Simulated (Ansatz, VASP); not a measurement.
## Li3SeBr in VASP and in Ansatz

```xyz
5
Lattice="4.9138 0.0000 0.0000 0.0000 4.9138 0.0000 0.0000 0.0000 4.9138" Properties=species:S:1:pos:R:3 pbc="T T T"
Br    0.0000    0.0000    0.0000
Se    2.4569    2.4569    2.4569
Li    2.4569    2.4569    0.0000
Li    2.4569    0.0000    2.4569
Li    0.0000    2.4569    2.4569
```

Alike in both runs: task single point; functional PBE; k mesh 6 × 6 × 6; occupations gaussian, width 0.02 eV; no spin polarisation.

```csv
,VASP,Ansatz
version,VASP 6.6.1,Ansatz 0.2.0
potentials or method,"VASP PAW PBE potentials, release 64 (Br, Se, Li_sv)","scalar-relativistic, plane waves, PAW"
plane-wave cutoff (eV),520,420
valence electrons in the cell,22,32
```

```csv
,VASP,Ansatz,Ansatz less VASP
gap on the k mesh at the Fermi level (eV),3.24,3.24,-0.004
least direct gap on the mesh (eV),3.50,3.50,-0.006
```

With one functional, cell and mesh, what is left measures potentials, basis and numerics. The two sets of potentials don't hold the same shells in valence.

 A k mesh can miss the band edges.
